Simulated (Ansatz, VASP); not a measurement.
# TiSiB (TiSiB in the AlB2 type): VASP beside Ansatz, part 2 of 2

Aim: how closely do two programs agree when they are given the same cell, functional and k mesh? The cell is generated by rule, not measured, and may not be a known phase. The cell is taken from a series of runs on this material, whose earlier steps may have relaxed, scaled, displaced or heated it; both programs get it as it stands.

VASP 6.6.1 and Ansatz 0.2.0.

So far: The starting structure; VASP: relaxation of cell and atoms, PBE, pair 1; Ansatz: relaxation of cell and atoms, PBE, pair 1; Side by side.

## (5) VASP: relaxation of cell and atoms, PBE, pair 2

Level of this step: PBE; plane waves and PAW (Ti_sv, B, Si); invented cell (VASP).

The relaxed volume is the usual yardstick between codes: in a stiff, nearly cubic crystal its relative difference is about their pressure difference at one cell divided by the bulk modulus.

INCAR reads:

```
SYSTEM = TiSiB
PREC = Accurate
ENCUT = 500
EDIFF = 1E-07
NELM = 120
ISMEAR = 0
SIGMA = 0.1
LREAL = .FALSE.
ALGO = Normal
GGA = PE
NBANDS = 15
LASPH = .TRUE.
LORBIT = 11
LWAVE = .FALSE.
LCHARG = .FALSE.
ISIF = 3
IBRION = 2
NSW = 80
EDIFFG = -0.005
GGA_COMPAT = .FALSE.
NELMIN = 4
KPAR = 2
```

POSCAR reads:

```
TiSiB
1.0
    3.4440960000      0.0000030000      0.0000000000
   -1.7220500000      2.9826740000      0.0000000000
    0.0000000000      0.0000000000      3.3752540000
Ti B Si
1 1 1
Direct
    0.0000000000      0.0000000000      0.0000000000
    0.3333333333      0.6666666667      0.5000000000
    0.6666666667      0.3333333333      0.5000000000
```

KPOINTS reads:

```
Automatic mesh
0
Gamma
12 12 10
0 0 0
```

The projector-augmented-wave data sets are Ti_sv, B and Si (PBE family, release 64).

Launch:

```sh
mpirun -np 2 vasp_std
```

Numbers of over 12 decimals in the logs are rounded to 6 here.

Output:

```text
[... set-up lines as in an earlier step ...]
 entering main loop
       N       E                     dE             d eps       ncg     rms          rms(c)
DAV:   1     0.128622251899E+03    0.12862E+03   -0.89105E+03  3420   0.128E+03
DAV:   2    -0.163222231128E+02   -0.14494E+03   -0.14170E+03  3560   0.350E+02
DAV:   3    -0.248719185762E+02   -0.85497E+01   -0.83564E+01  5335   0.791E+01
DAV:   4    -0.250997053458E+02   -0.22779E+00   -0.22683E+00  4127   0.121E+01
[...]
DAV:  12    -0.211511659847E+02   -0.56160E-05   -0.21478E-05  3761   0.447E-02    0.975E-03
DAV:  13    -0.211511658034E+02    0.18132E-06   -0.11428E-05  4687   0.256E-02    0.397E-03
DAV:  14    -0.211511658140E+02   -0.10619E-07   -0.89909E-07  4204   0.107E-02
   1 F= -.21151166E+02 E0= -.21146677E+02  d E =-.211512E+02
[...]
2 F= -.21151348E+02 E0= -.21146908E+02  d E =-.182646E-03
[...]
3 F= -.21151327E+02 E0= -.21146900E+02  d E =-.161541E-03
[...]
4 F= -.21151338E+02 E0= -.21146909E+02  d E =-.109395E-04
[...]
5 F= -.21151350E+02 E0= -.21146922E+02  d E =-.229470E-04
[...]
reached required accuracy - stopping structural energy minimisation
```

Parts of OUTCAR (step 5):

```text
  Total       -0.0001881     -0.0001881      0.0010841     -0.0000000     -0.0000000      0.0000000
  in kB       -0.0086846     -0.0086846      0.0500483     -0.0000000     -0.0000000      0.0000000
  external PRESSURE =       0.0108931 kB  Pullay stress =       0.0000000 kB

 POSITION                                       TOTAL-FORCE (eV/Angst)
 -----------------------------------------------------------------------------------
      0.00000      0.00000      0.00000         0.000000     -0.000000     -0.000000
     -0.00000      1.98650      1.69244        -0.000000     -0.000000      0.000000
      1.72036      0.99325      1.69244        -0.000000      0.000000     -0.000000
 -----------------------------------------------------------------------------------
    total drift:                                0.000000     -0.000000      0.000000

  FREE ENERGIE OF THE ION-ELECTRON SYSTEM (eV)
  ---------------------------------------------------
  free  energy   TOTEN  =       -21.1513503019 eV

  energy  without entropy=      -21.1424935854  energy(sigma->0) =      -21.14692194

[... 1 part as in an earlier step ...]

[... 3 further parts left out ...]
[key lines of the parts left out:]
E-fermi :  10.7419
```

## (6) Ansatz: relaxation of cell and atoms, PBE, pair 2

The same cell, functional, mesh and smearing now go to Ansatz, which takes its cutoff from its data sets.

The cell is taken from a series of runs on this material, whose earlier steps may have relaxed, scaled, displaced or heated it; both programs get it as it stands.

input.yaml reads:

```yaml
crystal:
  lattice:
    - [3.4440962783, 2.715e-06, 0.0]
    - [-1.7220504904, 2.9826735125, 0.0]
    - [0.0, 0.0, 3.3752536102]
  atoms:
    - { symbol: Ti, position: [0.0, 0.0, 0.0] }
    - { symbol: B, position: [0.3333333333, 0.6666666667, 0.5] }
    - { symbol: Si, position: [0.6666666667, 0.3333333333, 0.5] }
kpoints:
  mp_grid: { grid: [12, 12, 10] }
hamiltonian:
  xc: pbe
  pseudopotentials: { kind: paw, azcp: { folder: soft_1 } }
scf:
  occupations: { method: gaussian, width: 0.1 }
output:
  forces: true
  stress: true
  eigenvalues: true
relax:
  adjacent_minimum: "off"
  f_tol: 0.005
  max_steps: 80
  cell: { stress_tol: 0.05 }
```

Launch:

```sh
ansatz run input.yaml --threads 4 --pin off --max-ram 12288MiB --backend cpu --events-out ev --progress --plain --runs-dir out
```

Output:

```text
[...]
Crystal: 3 atoms, lattice volume = 34.673 Å³
Basis set: ecut = 420 eV, 671 PW (Γ), exchange–correlation on 48×48×48 points (8 copies of the dense FFT grid, shifted against one another)
Bands: 14, of which v1, the nominal top of the filled ones, is band 10 counted from 1 (9 counted from 0)
Symmetry: 12 space group operations
[...]
k-points: 114 of 1440 (time reversal used)
[...]
--- Relaxed structure (3 steps of the walk, 3 accepted, 1 SCFs on fresh bases) ---
[...]
cell:  # Å, volume = 34.7077 Å³
    - [3.441232, 2.712737154245343e-6, 0.0]
    - [-1.720619, 2.980193, 0.0]
    - [0.0, 0.0, 3.384285]
  atoms:
    - { symbol: Ti, position: [0, 0, 0.0] }
    - { symbol: B, position: [0.333333, 0.666667, 0.500000] }
    - { symbol: Si, position: [0.666667, 0.333333, 0.500000] }
[key lines of the parts left out:]
SCF converged after 8 iterations
Free energy (F): -3292.582961 eV
Fermi energy:    14.075143 eV
P = ⅓ Tr σ = -0.0166 GPa (-0.166 kbar)
```

## (7) Side by side

The two programs side by side:

```
                                         quantity  Ansatz   VASP  difference
                                      volume (Å³)   34.71  34.70     +0.01 %
edge a after relaxation, in the typed setting (Å)   3.441  3.441     +0.01 %
edge c after relaxation, in the typed setting (Å)   3.384  3.385     -0.02 %
```

## (8) Ansatz: zone-centre phonons, PBE

Second derivatives magnify differences that forces hide, and they need a tight electronic threshold.

The cell is taken from a series of runs on this material, whose earlier steps may have relaxed, scaled, displaced or heated it; both programs get it as it stands.

input.yaml reads:

```yaml
crystal:
  lattice:
    - [3.4416589762, 2.7131e-06, 0.0]
    - [-1.7208318377, 2.980562748, 0.0]
    - [0.0, 0.0, 3.3822744199]
  atoms:
    - { symbol: Ti, position: [0.0, 0.0, 0.0] }
    - { symbol: B, position: [0.3333333333, 0.6666666667, 0.5] }
    - { symbol: Si, position: [0.6666666667, 0.3333333333, 0.5] }
kpoints:
  mp_grid: { grid: [6, 6, 6] }
hamiltonian:
  xc: pbe
  pseudopotentials: { kind: paw, azcp: { folder: soft_1 } }
scf:
  occupations: { method: methfessel_paxton, width: 0.2 }
output:
  eigenvalues: true
phonons:
  method: dfpt
  qmesh: [2, 2, 2]
  temperatures: { t_max: 1000, t_step: 50 }
  qpath:
    path:
      - [[0.0, 0.0, 0.0], [0.5, 0.0, 0.0], [0.33333333, 0.33333333, 0.0], [0.0, 0.0, 0.0], [0.0, 0.0, 0.5], [0.5, 0.0, 0.5], [0.33333333, 0.33333333, 0.5], [0.0, 0.0, 0.5]]
      - [[0.5, 0.0, 0.5], [0.5, 0.0, 0.0]]
      - [[0.33333333, 0.33333333, 0.5], [0.33333333, 0.33333333, 0.0]]
    npoints: 10
```

Output:

```text
[...]
Crystal: 3 atoms, lattice volume = 34.696 Å³
Basis set: ecut = 420 eV, 671 PW (Γ), exchange–correlation on 48×48×48 points (8 copies of the dense FFT grid, shifted against one another)
Bands: 14, of which v1, the nominal top of the filled ones, is band 10 counted from 1 (9 counted from 0)
Symmetry: 12 space group operations
k-points: 28 of 216 (time reversal used)
[...]
largest difference from the sums on the solved wave vectors: F 6.53e-2 eV, S 9.76e-5 and C_V 3.23e-5 eV/K
  zero-point energy: 0.196628 eV/cell   skipped modes (ω ≤ 0): 3   left out of the sums: 3.83e-5 of the cell's modes: C_V's classical limit lies that fraction below 3 k_B per atom; for a crystal, a wire or a layer, F and S can be off by more, and a phonons.interpolated_qmesh denser along its periods is the remedy for the sampling
[key lines of the parts left out:]
SCF converged after 9 iterations
Free energy (F): -3292.589244 eV
Fermi energy:    14.072307 eV
```

## (9) VASP: zone-centre phonons, PBE

The same cell, functional, mesh and smearing now go to VASP, with its own data sets.

INCAR reads:

```
SYSTEM = TiSiB
PREC = Accurate
ENCUT = 500
EDIFF = 1E-08
NELM = 120
ISMEAR = 1
SIGMA = 0.2
LREAL = .FALSE.
ALGO = Normal
GGA = PE
NBANDS = 15
LASPH = .TRUE.
LORBIT = 11
LWAVE = .FALSE.
LCHARG = .FALSE.
ISIF = 2
IBRION = 8
GGA_COMPAT = .FALSE.
KPAR = 2
```

POSCAR reads:

```
TiSiB
1.0
    3.4416589762      0.0000027131      0.0000000000
   -1.7208318377      2.9805627480      0.0000000000
    0.0000000000      0.0000000000      3.3822744199
Ti B Si
1 1 1
Direct
    0.0000000000      0.0000000000      0.0000000000
    0.3333333333      0.6666666667      0.5000000000
    0.6666666667      0.3333333333      0.5000000000
```

KPOINTS reads:

```
Automatic mesh
0
Gamma
6 6 6
0 0 0
```

Launch:

```sh
mpirun -np 2 vasp_std
```

Output:

```text
[... set-up lines as in an earlier step ...]
 entering main loop
       N       E                     dE             d eps       ncg     rms          rms(c)
DAV:   1     0.131933628648E+03    0.13193E+03   -0.88831E+03   840   0.128E+03
DAV:   2    -0.157336457934E+02   -0.14767E+03   -0.14414E+03   882   0.356E+02
DAV:   3    -0.248842066763E+02   -0.91506E+01   -0.87869E+01  1323   0.811E+01
DAV:   4    -0.251346971783E+02   -0.25049E+00   -0.25000E+00  1014   0.125E+01
[...]
DAV:  13    -0.211576293076E+02    0.24449E-06   -0.10595E-05  1179   0.256E-02    0.394E-03
DAV:  14    -0.211576293837E+02   -0.76036E-07   -0.68482E-07  1008   0.959E-03    0.935E-04
DAV:  15    -0.211576293764E+02    0.72323E-08   -0.45898E-08  1036   0.151E-03
   1 F= -.21157629E+02 E0= -.21159167E+02  d E =0.461262E-02
 Linear response reoptimize wavefunctions to high precision
DAV:   1    -0.211576293670E+02    0.94128E-08   -0.27090E-09   810   0.451E-04
DAV:   2    -0.211576293671E+02   -0.32287E-10   -0.30514E-10   518   0.151E-04
 Linear response DOF=           6
 Linear response progress:
[...]
RMM:  14    -0.202368804254E-01    0.29433E-07    0.52296E-08  5805   0.103E-04    0.418E-06
RMM:  15    -0.202368999104E-01   -0.19485E-07   -0.47008E-08  5907   0.624E-05    0.208E-06
RMM:  16    -0.202369078028E-01   -0.78924E-08    0.11152E-08  5843   0.409E-05    0.226E-06
 first order change of Fermi-energy   0.41503E-04
 force on displaced ion       3 direction 1 : -20.368  -0.003   0.000
 Linear response progress:
  Degree of freedom:   6/  6
       N       E                     dE             d eps       ncg     rms          rms(c)
RMM:   1    -0.198372130268E-01   -0.19837E-01    0.26513E-02  1973   0.167E+00
RMM:   2    -0.189803012136E-01    0.85691E-03   -0.21465E-03  1936   0.321E-01    0.651E-02
RMM:   3    -0.191410548910E-01   -0.16075E-03   -0.47421E-04  2056   0.136E-01    0.333E-02
RMM:   4    -0.193858324870E-01   -0.24478E-03   -0.20006E-04  2067   0.810E-02    0.943E-03
[...]
RMM:  21    -0.194146737141E-01    0.50028E-08   -0.12421E-07   991   0.321E-06    0.137E-06
RMM:  22    -0.194146771429E-01   -0.34288E-08   -0.13468E-07   919   0.296E-06    0.126E-06
RMM:  23    -0.194146743081E-01    0.28348E-08   -0.85816E-08   897   0.272E-06    0.110E-06
 first order change of Fermi-energy  -0.10981E-03
 force on displaced ion       3 direction 3 :   0.000  -0.000  -7.987
 Linear response finished
```

Parts of OUTCAR (step 9):

```text
  Total        0.0417036      0.0417036     -0.1737074      0.0000000     -0.0000000      0.0000000
  in kB        1.9257886      1.9257886     -8.0214654      0.0000000     -0.0000000      0.0000000
  external PRESSURE =      -1.3899628 kB  Pullay stress =       0.0000000 kB

 POSITION                                       TOTAL-FORCE (eV/Angst)
 -----------------------------------------------------------------------------------
      0.00000      0.00000      0.00000        -0.000000      0.000000      0.000000
     -0.00000      1.98704      1.69114         0.000000      0.000000      0.000000
      1.72083      0.99352      1.69114         0.000000     -0.000000      0.000000
 -----------------------------------------------------------------------------------
    total drift:                               -0.000000      0.000000      0.000000

[... 2 further parts left out ...]
```

The k-mesh is coarse for a metal.

## (10) Side by side

What differs besides the data sets and the points named for the pairs above, as far as they apply: VASP's run holds the zone centre alone. Total energies have different zeros and are not compared.

The two programs side by side:

```csv
quantity,Ansatz,VASP,difference
optical mode 1 (cm⁻¹),217.1,219.2,-0.95 %
optical mode 2 to 3 (cm⁻¹),279.1,279.8,-0.27 %
optical mode 4 (cm⁻¹),340.4,341.5,-0.32 %
optical mode 5 to 6 (cm⁻¹),729.6,729.7,-0.01 %
```

Modes are paired by rising frequency, not by their patterns, so a pair may set unlike modes beside each other; they are those without the splitting of longitudinal modes.

## (11) What came out

| Quantity | Value |
| --- | --- |
| difference in edge c after relaxation, in the typed setting (relaxation of cell and atoms, PBE, pair 1) | -0.027 % |
| difference in edge c after relaxation, in the typed setting (relaxation of cell and atoms, PBE, pair 2) | -0.018 % |
| r.m.s. difference of the optical zone-centre modes, each program's sorted by frequency (zone-centre phonons, PBE) | 1.1 cm⁻¹ |
| difference in optical mode 1 (zone-centre phonons, PBE) | -0.9 % |

In words: The difference in edge c after relaxation, in the typed setting is -0.027 % (relaxation of cell and atoms, PBE, pair 1), within the 1.2 % picked in this series as the mark of a large difference, as far as the stopping tolerances let one tell. Among the rows given in per cent, the largest difference of the zone-centre phonons, PBE pair is in optical mode 1, -0.9 %. 1 further run of this series is not shown here. How closely two codes agree says nothing of how well the functional describes the real material.

[Lines on the potential files, build, host, timing and source positions are cut from VASP's logs without a mark.]

[Logs are printed without paths, hosts, clocks, repeated set-up lines and the standing remarks that a program may print on its own settings, such as how far it seeks lower states.]

[Hosts, paths, dates, database ids (printed as entryN), source tags and the programs' standing remarks are cut or masked in the printed files.]
